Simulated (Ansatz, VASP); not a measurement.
## Bi (Bismuth) in two plane-wave programs

One calculation is typed for both programs; each brings its own data sets. How far apart do they land? The cell is taken from a series of runs on this material, whose earlier steps may have relaxed, scaled, displaced or heated it; both programs get it as it stands.

Method: plane waves, with VASP 6.6.1 beside it; zone-centre phonons at LDA, in Ansatz 0.2.0.

## (1) Set-up

The structure is trigonal, space group R-3m (No. 166). The conventional cell has a = 4.450 Å, b = 4.450 Å, c = 11.961 Å, α = 90.00°, β = 90.00°, γ = 120.00°. Nearest to Bi lie 3 Bi at 3.05 Å.

## (2) VASP: zone-centre phonons, LDA

Second derivatives magnify differences that forces hide, and they need a tight electronic threshold.

Lines of VASP's logs that name or quote its potential files are left out, and so is its time.

INCAR

```
SYSTEM = Bi
PREC = Accurate
ENCUT = 500
EDIFF = 1E-08
NELM = 120
ISMEAR = 1
SIGMA = 0.2
LREAL = .FALSE.
ALGO = Normal
GGA = CA
NBANDS = 21
LORBIT = 11
LWAVE = .FALSE.
LCHARG = .FALSE.
ISIF = 2
IBRION = 8
LASPH = .TRUE.
GGA_COMPAT = .FALSE.
KPAR = 2
```

POSCAR

```
Bi
1.0
    2.2251650897      1.2846996636      3.9868996738
   -2.2251650897      1.2846996636      3.9868996738
    0.0000000000     -2.5693993271      3.9868996738
Bi
2
Direct
    0.2353420463      0.2353420458      0.2353420463
    0.7646579537      0.7646579542      0.7646579537
```

KPOINTS

```
Automatic mesh
0
Gamma
12 12 12
0 0 0
```

PAW data sets: Bi_d (LDA family, release 64).

The run is started by

```bash
mpirun -np 2 vasp_std
```

Numbers of over 12 decimals in the logs are rounded to 6 here.

The log of the run:

```text
[banner, memory and clock lines left out]
running    2 mpi-ranks, on    1 nodes
 distrk:  each k-point on    1 cores,    2 groups
 distr:  one band on    1 cores,    1 groups

 POSCAR found type information on POSCAR Bi
 POSCAR found :  1 types and       2 ions
 LDA part: xc-table for (Slater(with rela. corr.)+CA(PZ))
 , standard interpolation
 POSCAR, INCAR and KPOINTS ok, starting setup
 FFT: planning ... GRIDC
 FFT: planning ... GRID_SOFT
 FFT: planning ... GRID
 WAVECAR not read
 entering main loop
       N       E                     dE             d eps       ncg     rms          rms(c)
DAV:   1     0.300529382602E+03    0.30053E+03   -0.16042E+04  7938   0.168E+03
DAV:   2     0.159279387311E+02   -0.28460E+03   -0.27862E+03  7983   0.436E+02
DAV:   3    -0.826697572984E+01   -0.24195E+02   -0.23874E+02  9492   0.145E+02
DAV:   4    -0.909935928903E+01   -0.83238E+00   -0.83175E+00  9419   0.297E+01
DAV:   5    -0.913838093319E+01   -0.39022E-01   -0.39021E-01 11536   0.574E+00    0.110E+00
DAV:   6    -0.912198638350E+01    0.16395E-01   -0.19042E-02 10172   0.152E+00    0.640E-01
DAV:   7    -0.911445323114E+01    0.75332E-02   -0.13671E-02  9947   0.127E+00    0.105E-01
DAV:   8    -0.911441710189E+01    0.36129E-04   -0.14243E-03  9003   0.446E-01    0.192E-02
DAV:   9    -0.911442515836E+01   -0.80565E-05   -0.67616E-05 11930   0.625E-02    0.862E-03
DAV:  10    -0.911442462910E+01    0.52925E-06   -0.33066E-06 10844   0.137E-02    0.163E-03
DAV:  11    -0.911442469900E+01   -0.69898E-07   -0.18811E-07  9552   0.310E-03    0.677E-04
DAV:  12    -0.911442470713E+01   -0.81322E-08   -0.31384E-08  7830   0.124E-03
   1 F= -.91144247E+01 E0= -.91148449E+01  d E =0.126051E-02
 Linear response reoptimize wavefunctions to high precision
DAV:   1    -0.911442470679E+01    0.34834E-09   -0.36034E-09  7218   0.611E-04
DAV:   2    -0.911442470685E+01   -0.63665E-10   -0.49138E-10  5279   0.236E-04
 Linear response DOF=           2
 Linear response progress:
  Degree of freedom:   1/  2
       N       E                     dE             d eps       ncg     rms          rms(c)
RMM:   1    -0.330435819112E+00   -0.33044E+00    0.23439E-01 48394   0.846E+00
RMM:   2    -0.339143606091E+00   -0.87078E-02   -0.20675E-02 62331   0.119E+00    0.416E-02
RMM:   3    -0.339362108332E+00   -0.21850E-03   -0.17179E-03 66951   0.334E-01    0.237E-02
RMM:   4    -0.339258307385E+00    0.10380E-03   -0.13834E-04 69302   0.102E-01    0.558E-03
RMM:   5    -0.339266507783E+00   -0.82004E-05   -0.16931E-05 65314   0.327E-02    0.241E-03
RMM:   6    -0.339275020766E+00   -0.85130E-05   -0.28671E-06 68835   0.147E-02    0.935E-04
RMM:   7    -0.339276284980E+00   -0.12642E-05    0.29991E-07 67748   0.483E-03    0.361E-04
RMM:   8    -0.339272715217E+00    0.35698E-05    0.52723E-07 69798   0.178E-03    0.101E-04
RMM:   9    -0.339271595341E+00    0.11199E-05    0.89655E-07 69621   0.822E-04    0.444E-05
RMM:  10    -0.339271130118E+00    0.46522E-06    0.42863E-07 71118   0.420E-04    0.133E-05
RMM:  11    -0.339271255985E+00   -0.12587E-06    0.23138E-07 70910   0.271E-04    0.121E-05
RMM:  12    -0.339271047271E+00    0.20871E-06    0.20999E-07 68446   0.193E-04    0.657E-06
RMM:  13    -0.339270945875E+00    0.10140E-06    0.93149E-08 71426   0.157E-04    0.171E-06
RMM:  14    -0.339270915562E+00    0.30313E-07    0.38148E-08 75862   0.137E-04    0.115E-06
RMM:  15    -0.339270877692E+00    0.37870E-07    0.12506E-08 73511   0.129E-04    0.308E-07
RMM:  16    -0.339270882517E+00   -0.48247E-08   -0.15837E-09 81648   0.125E-04    0.182E-07
 first order change of Fermi-energy  -0.16791E-04
 force on displaced ion       1 direction 1 :  -2.331  -0.000   0.000
 Linear response progress:
  Degree of freedom:   2/  2
       N       E                     dE             d eps       ncg     rms          rms(c)
RMM:   1    -0.332724409243E+00   -0.33272E+00    0.24417E-01 10537   0.848E+00
RMM:   2    -0.341377044573E+00   -0.86526E-02   -0.19962E-02 13575   0.118E+00    0.400E-02
RMM:   3    -0.341495640118E+00   -0.11860E-03   -0.16204E-03 14607   0.326E-01    0.223E-02
RMM:   4    -0.341326261824E+00    0.16938E-03   -0.14238E-04 14805   0.106E-01    0.597E-03
RMM:   5    -0.341337793480E+00   -0.11532E-04   -0.17322E-05 15042   0.323E-02    0.343E-03
RMM:   6    -0.341348285038E+00   -0.10492E-04   -0.28766E-06 14022   0.142E-02    0.818E-04
RMM:   7    -0.341349506912E+00   -0.12219E-05   -0.41327E-07 14736   0.485E-03    0.561E-04
RMM:   8    -0.341347686530E+00    0.18204E-05   -0.46081E-08 13046   0.188E-03    0.859E-05
RMM:   9    -0.341347369906E+00    0.31662E-06   -0.14864E-08 15400   0.895E-04    0.571E-05
RMM:  10    -0.341347200416E+00    0.16949E-06   -0.11924E-08 14617   0.371E-04    0.373E-05
RMM:  11    -0.341347101268E+00    0.99149E-07   -0.79173E-09 14130   0.227E-04    0.850E-06
RMM:  12    -0.341347141361E+00   -0.40093E-07   -0.22909E-08 15690   0.164E-04    0.256E-06
RMM:  13    -0.341347152129E+00   -0.10769E-07   -0.11333E-08 15854   0.127E-04    0.105E-06
RMM:  14    -0.341347142487E+00    0.96426E-08   -0.25029E-09 16023   0.112E-04    0.628E-07
 first order change of Fermi-energy   0.12734E+00
 force on displaced ion       1 direction 3 :   0.000  -0.000  -4.273
 Linear response finished
```

Parts of OUTCAR (step 2):

```text
ion  position               nearest neighbor table
   1  0.235  0.235  0.235-   2 3.05   2 3.05   2 3.05   2 3.48   2 3.48   2 3.48
   2  0.765  0.765  0.765-   1 3.05   1 3.05   1 3.05   1 3.48   1 3.48   1 3.48

  LATTYP: Found a trigonal (rhomboedric) cell.
 ALAT       =     4.7431194283
 COS(alpha) =     0.5598240085

 Subroutine GETGRP returns: Found 12 space group operations
 (whereof 12 operations were pure point group operations)

The static configuration has the point symmetry D_3d.

 Found    189 irreducible k-points:

   k-points           NKPTS =    189   k-points in BZ     NKDIM =    189   number of bands    NBANDS=     21

   dimension x,y,z NGX =    36 NGY =   36 NGZ =   36
   dimension x,y,z NGXF=    72 NGYF=   72 NGZF=   72

   ENCUT  =  500.0 eV  36.75 Ry    6.06 a.u.   8.65  8.65  8.65*2*pi/ulx,y,z

   NELECT =      30.0000    total number of electrons

 k-points in reciprocal lattice and weights: Automatic mesh
   0.00000000  0.00000000  0.00000000       0.001
   0.08333333  0.00000000 -0.00000000       0.003
   0.16666667  0.00000000  0.00000000       0.003
   0.25000000 -0.00000000  0.00000000       0.003
   0.33333333  0.00000000  0.00000000       0.003
   0.41666667  0.00000000  0.00000000       0.003
   0.50000000 -0.00000000  0.00000000       0.002
   0.08333333  0.08333333 -0.00000000       0.003
   0.16666667  0.08333333  0.00000000       0.007
[...]
-0.41666667  0.50000000  0.41666667       0.003
   0.50000000  0.50000000  0.50000000       0.001

 average (electrostatic) potential at core
       1-104.4106       2-104.4106

  Total        0.0374981      0.0374981     -0.4912418     -0.0000000     -0.0000000      0.0000000
  in kB        0.8785565      0.8785565    -11.5094742     -0.0000000     -0.0000000      0.0000000
  external PRESSURE =      -3.2507871 kB  Pullay stress =       0.0000000 kB

  energy-cutoff  :      500.00
  volume of cell :       68.38
      direct lattice vectors                 reciprocal lattice vectors
     2.225165090  1.284699664  3.986899674     0.224702429  0.129732008  0.083607154
    -2.225165090  1.284699664  3.986899674    -0.224702429  0.129732008  0.083607154
     0.000000000 -2.569399327  3.986899674     0.000000000 -0.259464015  0.083607154

 POSITION                                       TOTAL-FORCE (eV/Angst)
 -----------------------------------------------------------------------------------
      0.00000     -0.00000      2.81486         0.000000      0.000000      0.021593
     -0.00000      0.00000      9.14584         0.000000     -0.000000     -0.021593
 -----------------------------------------------------------------------------------
    total drift:                               -0.000000      0.000000     -0.000000

 Eigenvectors and eigenvalues of the dynamical matrix
 ----------------------------------------------------

   1 f  =    3.161240 THz    19.862659 2PiTHz  105.447629 cm-1    13.073834 meV
             X         Y         Z           dx          dy          dz
      0.000000 -0.000000  2.814855    -0.000000   -0.000000   -0.707107
     -0.000000  0.000000  9.145844     0.000000    0.000000    0.707107

   2 f  =    2.335152 THz    14.672192 2PiTHz   77.892280 cm-1     9.657408 meV
             X         Y         Z           dx          dy          dz
      0.000000 -0.000000  2.814855    -0.000000   -0.707107    0.000000
     -0.000000  0.000000  9.145844     0.000000    0.707107   -0.000000

   3 f  =    2.335152 THz    14.672192 2PiTHz   77.892280 cm-1     9.657408 meV
             X         Y         Z           dx          dy          dz
      0.000000 -0.000000  2.814855    -0.707107   -0.000000   -0.000000
     -0.000000  0.000000  9.145844     0.707107    0.000000   -0.000000

   4 f  =    0.000000 THz     0.000000 2PiTHz    0.000001 cm-1     0.000000 meV
             X         Y         Z           dx          dy          dz
      0.000000 -0.000000  2.814855    -0.045666   -0.702097    0.070528
     -0.000000  0.000000  9.145844    -0.045666   -0.702097    0.070528

   5 f/i=    0.000000 THz     0.000000 2PiTHz    0.000001 cm-1     0.000000 meV
             X         Y         Z           dx          dy          dz
      0.000000 -0.000000  2.814855     0.017470    0.069529    0.703463
     -0.000000  0.000000  9.145844     0.017470    0.069529    0.703463

   6 f/i=    0.000000 THz     0.000000 2PiTHz    0.000001 cm-1     0.000000 meV
             X         Y         Z           dx          dy          dz
      0.000000 -0.000000  2.814855     0.705414   -0.047173   -0.012856
     -0.000000  0.000000  9.145844     0.705414   -0.047173   -0.012856

 ELASTIC MODULI CONTR FROM IONIC RELAXATION (kBar)
 Direction    XX          YY          ZZ          XY          YZ          ZX
 --------------------------------------------------------------------------------
 XX        -173.1215     19.7436   -134.9885      0.0000    186.2612     -0.0000
 YY          19.7436   -173.1215   -134.9885     -0.0000   -186.2612      0.0000
 ZZ        -134.9885   -134.9885   -237.6079      0.0000     -0.0000     -0.0000
 XY           0.0000     -0.0000      0.0000    -96.4325     -0.0000    183.9838
 YZ         186.2612   -186.2612     -0.0000     -0.0000   -359.7668      0.0000
 ZX          -0.0000      0.0000     -0.0000    183.9838      0.0000   -351.0231
 --------------------------------------------------------------------------------
```

## (3) Ansatz: zone-centre phonons, LDA

Ansatz runs on its PAW soft_1 files.

The same cell, functional (in two slightly different forms), mesh and smearing now go to Ansatz, which takes its cutoff from its data sets.

input.yaml

```yaml
crystal:
  lattice:
    - [2.2251650897, 1.2846996636, 3.9868996738]
    - [-2.2251650897, 1.2846996636, 3.9868996738]
    - [0.0, -2.5693993271, 3.9868996738]
  atoms:
    - { symbol: Bi, position: [0.2353420463, 0.2353420458, 0.2353420463] }
    - { symbol: Bi, position: [0.7646579537, 0.7646579542, 0.7646579537] }
kpoints:
  mp_grid: { grid: [12, 12, 12] }
hamiltonian:
  xc: lda
  pseudopotentials: { kind: paw, azcp: { folder: soft_1 }, xc_functional: pbe }
scf:
  occupations: { method: methfessel_paxton, width: 0.2 }
output:
  eigenvalues: true
phonons:
  method: dfpt
```

The run is started by

```bash
ansatz run input.yaml --threads 4 --pin off --max-ram 10240MiB --backend cpu --events-out ev --progress --plain --runs-dir out
```

The log of the run:

```text
Engine: ansatz 0.2.0, aarch64-unknown-linux-gnu
Pseudopotentials: kind: paw
Pseudopotential: Bi, paw, valence charge 15, recommended cutoff 420 eV (normal), soft_1/Bi.paw.azcp
Functional definition: SPW92
  exchange = slater_x
  correlation = pw_c
Crystal: 2 atoms, lattice volume = 68.383 Å³
Basis set: ecut = 420 eV, 1321 PW (Γ), exchange–correlation on 64×64×64 points (8 copies of the dense FFT grid, shifted against one another)
Bands: 19, of which v1, the nominal top of the filled ones, is band 15 counted from 1 (14 counted from 0)
Symmetry: 12 space group operations
k-points: 476 of 1728 (irreducible under 2 space group operations, time reversal used)
Non-local potential: Bi, projectors of the file, l = 0: 2, l = 1: 2, l = 2: 2, l = 3: 1
PAW form: soft (Blöchl's): semilocal exchange-correlation on the pseudo side does not see the compensation charge
PAW frozen core: Bi, regenerated for the run's functional, and the local potential with it (the file was generated under x = pbe(κ = 0.804, μ = 0.219515), c = pbe(β = 0.066725))
PAW one-centre angular grid: Bi, 590 points (default); XC on 64 Gauss nodes
Initial density: superposition of atomic densities (chi_scale 0.1, normalization cell)
Initial wavefunctions: pseudopotential atomic-orbital guess
Functional: x = slater, c = lda
SCF iter   1: F=—  HF=-24175.701942 eV  |F-HF|=—  |Δ(HF+E_count)|=         —  Δρ=1.20e-2  dr2=8.65e-2  ethr=3.10e-3  ⟨swp⟩=5.4  Hψ=43705  notcnv=0
preconditioner: auto → Kerker (q_TF=auto, 2.378 Å⁻¹)  [metal: Δε(μ)=0.049 eV  Ē_g=20.248 eV  σ=0.200 eV  W_gap=0.20  n_scr=14 (ndim 8)  ℏωp=24.6 eV  f_vac=0.000  D(μ)=0.26/eV (n_scr^D=0)]
SCF iter   2: F=—  HF=-24175.684392 eV  |F-HF|=—  |Δ(HF+E_count)|=   1.75e-2  S|Δr|=    0.00e0  Δρ=7.53e-3  dr2=3.74e-2  ethr=2.88e-4  ⟨swp⟩=1.0  Hψ=12852  notcnv=0
SCF iter   3: F=—  HF=-24175.675797 eV  |F-HF|=—  |Δ(HF+E_count)|=   8.60e-3  S|Δr|=    0.00e0  Δρ=1.06e-3  dr2=1.40e-3  ethr=1.25e-4  ⟨swp⟩=2.2  Hψ=16235  notcnv=0
SCF iter   4: F=—  HF=-24175.675572 eV  |F-HF|=—  |Δ(HF+E_count)|=   2.25e-4  S|Δr|=    0.00e0  Δρ=3.52e-4  dr2=1.41e-4  ethr=4.68e-6  ⟨swp⟩=3.0  Hψ=16210  notcnv=0
SCF iter   5: F=—  HF=-24175.675567 eV  |F-HF|=—  |Δ(HF+E_count)|=   5.27e-6  S|Δr|=    0.00e0  Δρ=1.51e-4  dr2=1.93e-5  ethr=4.69e-7  ⟨swp⟩=2.0  Hψ=16014  notcnv=0
SCF iter   6: F=—  HF=-24175.675565 eV  |F-HF|=—  |Δ(HF+E_count)|=   1.30e-6  S|Δr|=    0.00e0  Δρ=2.28e-5  dr2=5.30e-7  ethr=6.44e-8  ⟨swp⟩=2.0  Hψ=16190  notcnv=0
SCF iter   7: F=—  HF=-24175.675571 eV  |F-HF|=—  |Δ(HF+E_count)|=   5.56e-6  S|Δr|=    0.00e0  Δρ=5.92e-6  dr2=4.80e-8  ethr=1.77e-9  ⟨swp⟩=2.0  Hψ=11442  notcnv=0
SCF iter   8: F=—  HF=-24175.675571 eV  |F-HF|=—  |Δ(HF+E_count)|=   3.01e-9  S|Δr|=    0.00e0  Δρ=1.92e-6  dr2=4.43e-9  ethr=1.60e-10  ⟨swp⟩=2.5  Hψ=16377  notcnv=0
SCF iter   9: F=—  HF=-24175.675571 eV  |F-HF|=—  |Δ(HF+E_count)|=  7.57e-10  S|Δr|=    0.00e0  Δρ=4.53e-7  dr2=2.99e-10  ethr=1.48e-11  ⟨swp⟩=3.0  Hψ=16248  notcnv=0
SCF iter  10: F=—  HF=-24175.675571 eV  |F-HF|=—  |Δ(HF+E_count)|=  2.91e-11  S|Δr|=    0.00e0  Δρ=1.60e-7  dr2=4.13e-11  ethr=1.00e-12  ⟨swp⟩=2.6  Hψ=16395  notcnv=0
SCF iter  11: F=-24175.675571 eV  HF=-24175.675571 eV  |F-HF|=3.64e-12  |Δ(HF+E_count)|=  1.09e-11  S|Δr|=    0.00e0  Δρ=5.18e-8  dr2=2.05e-12  ethr=1.00e-12  ⟨swp⟩=5.8  Hψ=35452  notcnv=0
SCF 1 converged in 11 iterations: F = -24175.675571 eV  dr2 = 2.05e-12
  greatest PAW one-centre occupation: 0.988 electrons in one spin orbital (limit 2), on the Bi atom at site 1 (counted from 0), in its partial waves of l = 2
DFPT response loops at Γ: preconditioner auto → Kerker (q_TF=auto, 2.378 Å⁻¹) (partly filled bands, converged f_vac=0.001); β = 1.00, the filter's whole step (`scf.mixing.beta` (0.50) is not read by the response loops under this deck's `scf.mixing.preconditioner`; to damp them name `kerker` or `kerker_dos`, under which they read `scf.mixing.beta`, and type it under 1.00, their step now; both keys bind the ground state too); Broyden in place of MSR1
SCF converged after 11 iterations
Stability not checked: this state was not tested for a lower state beside it, because cold or Methfessel-Paxton smearing, or corrected tetrahedra, fill the levels in a way that the test cannot read (fill_not_monotonic; see scf.lower_state_search)
Free energy (F): -24175.675571 eV
Harris-Foulkes:  -24175.675571 eV  (|F-HF|=3.64e-12)
Internal energy: -24175.676796 eV  (E = F + TS)
E sigma→0 (E₀):  -24175.675877 eV
Entropy (-TS):   0.001225 eV (0.613 meV/atom)
Fermi energy:    9.849358 eV
--- Per-component energies (eV) ---
  E_band       = -213.795519
  E_kinetic    = 510.972379
  E_local      = -2681.270690  (includes V_loc(G=0)·N_el)
  E_nonlocal   = 825.153572
  E_hartree    = 995.480038
  E_xc         = -301.631479
  E_vxc        = -263.336476  (∫ρ·V_xc dr)
  E_paw        = -20705.232670  (= ΣΔE_a)
  E_vpaw       = -596.274827  (= ΣTr[D̂ρ^β])
  E_aug_tail   = 0.000433  (compensation charges beyond the density's cutoff)
  E_ewald      = -2819.138736
  E_core_change = -0.009642  (= ΣΔE_core)
  E_smearing   = 0.001225  (= −TS)
  E_closure    = -0.000000  (closes the sum)
  Σ components = -24175.675571   (vs F -24175.675571, Δ=0.00e0)
--- Band table (eV; the first three rows and the last of 476) ---
  k-point 0: bands = [... 11 lower, 2.3200, 8.0399, 8.7084, 8.7084, 12.4744, 12.8262, 12.8262, 15.3567]
  k-point 1: bands = [... 11 lower, 2.1644, 8.0898, 8.6782, 8.6994, 12.3642, 12.4807, 12.6529, 15.1765]
  k-point 2: bands = [... 11 lower, 1.7327, 8.1968, 8.6426, 8.6805, 11.6670, 12.1150, 12.2196, 14.9042]
  k-point 475: bands = [... 11 lower, -0.3448, 9.1089, 9.3798, 9.3798, 10.5848, 10.5848, 10.6555, 16.8303]
--- Phonons (Γ-DFPT): 2 representative perturbations + reference, on 476 of 1728 k-points (Σ response iterations 4) ---
  k mesh reduced under 2 symmetry operations, with k and −k counted as one. Each operation leaves every solved perturbation unchanged. A smaller set is not used because it would not reduce the number of displacements times k-points to solve
  ASR residual: 3.455e-4 → 0.000e0 eV/Å²; symmetrization residual: 2.048e-5 eV/Å²
  ASR residual per site (eV/Å²): 3.46e-4 3.46e-4
  Γ frequencies (cm⁻¹): 0.00 0.00 0.00 76.47 76.47 104.69
  non-analytic LO–TO correction: not included (Born effective charges unavailable; polar crystals: no LO–TO splitting at Γ)
```

## (4) Side by side

Known differences besides the potentials themselves: the two LDA forms differ slightly; the cutoff is 420 eV in Ansatz and 500 eV in VASP; VASP's log shows a relativistic correction to its local exchange, Ansatz's none. Total energies have different zeros and are not compared.

The two programs side by side:

| quantity | Ansatz | VASP | difference |
| --- | --- | --- | --- |
| optical mode 1 to 2 (cm⁻¹) | 76.5 | 77.9 | -1.83 % |
| optical mode 3 (cm⁻¹) | 104.7 | 105.4 | -0.72 % |

Modes are paired by rising frequency, not by their patterns, so a pair may set unlike modes beside each other; they are those without the splitting of longitudinal modes.

## (5) Results

| Quantity | Value |
| --- | --- |
| r.m.s. difference of the optical zone-centre modes, each program's sorted by frequency (zone-centre phonons, LDA) | 1.2 cm⁻¹ |
| difference in optical mode 1 to 2 (zone-centre phonons, LDA) | -1.8 % |

In words: The r.m.s. difference of the optical zone-centre modes, each program's sorted by frequency is 1.2 cm⁻¹ (zone-centre phonons, LDA). Among the rows given in per cent, the largest difference of the zone-centre phonons, LDA pair is in optical mode 1 to 2, -1.8 %. Such differences can come from data sets, numerical settings and the points named under the comparisons, not from the functional's error against experiment.

[Lines on the potential files, build, host, timing and source positions are cut from VASP's logs without a mark.]

[Logs are printed without paths, hosts, clocks, repeated set-up lines and the standing remarks that a program may print on its own settings, such as how far it seeks lower states.]

[Hosts, paths, dates, database ids (printed as entryN), source tags and the programs' standing remarks are cut or masked in the printed files.]
